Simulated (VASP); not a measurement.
The input files of a VASP run:

File KPOINTS:
```
Regular mesh
0
G
 14 14 8
0 0 0
```

**POSCAR**
```
Mg
1
    1.4933824345    -2.5866147131     0.0000000000
    1.4933824345     2.5866147131     0.0000000000
    0.0000000000     0.0000000000     4.8432954138
Mg
2
Direct
  0.3333330000   0.6666670000   0.2500000000
  0.6666670000   0.3333330000   0.7500000000
```

### INCAR
```
SYSTEM = Mg
PREC = Accurate; ENCUT = 500; LREAL = .False.
LASPH = .True.
EDIFF = 1E-6; NELM = 100; ALGO = Normal
ISMEAR = 1; SIGMA = 0.1
GGA = PS
IBRION = 2; NSW = 40; ISIF = 3
EDIFFG = -0.02; PSTRESS = 100
LWAVE = .False.; LCHARG = .False.
```

POTCAR, in this order: Mg (PBE.64 set). Program: vasp_std.

**Question.** Translate this PBEsol calculation to Quantum ESPRESSO's pw.x.

**Answer.** One equivalent input (not run):
```
&CONTROL
  calculation = 'vc-relax'
  pseudo_dir = './pseudo'
  outdir = './out'
  tprnfor = .true.
  tstress = .true.
  nstep = 40
  forc_conv_thr = 0.00078
/
&SYSTEM
  ibrav = 0
  nat = 2
  ntyp = 1
  ecutwfc = 84
  occupations = 'smearing'
  smearing = 'methfessel-paxton'
  degauss = 0.00735
  input_dft = 'pbesol'
/
&ELECTRONS
  conv_thr = 7.3e-08
  electron_maxstep = 100
/
&IONS
/
&CELL
  press = 100
/
ATOMIC_SPECIES
  Mg 24.305 Mg.upf
CELL_PARAMETERS angstrom
     1.4933824   -2.5866147    0.0000000
     1.4933824    2.5866147    0.0000000
     0.0000000    0.0000000    4.8432954
ATOMIC_POSITIONS crystal
  Mg   0.3333330  0.6666670  0.2500000
  Mg   0.6666670  0.3333330  0.7500000
K_POINTS automatic
  14 14 8 0 0 0
```
The two are equivalent in intent, not identical: the potentials are each code's own (VASP's PAW set, PseudoDojo norm-conserving files in pw.x), so ENCUT and ecutwfc are chosen apart and not converted; conv_thr bounds pw.x's estimated SCF error, while EDIFF bounds the energy change between steps; forc_conv_thr acts on force components and is met together with etot_conv_thr.

The compound is Mg in the hcp structure. It was relaxed first under an external pressure of 10 GPa.
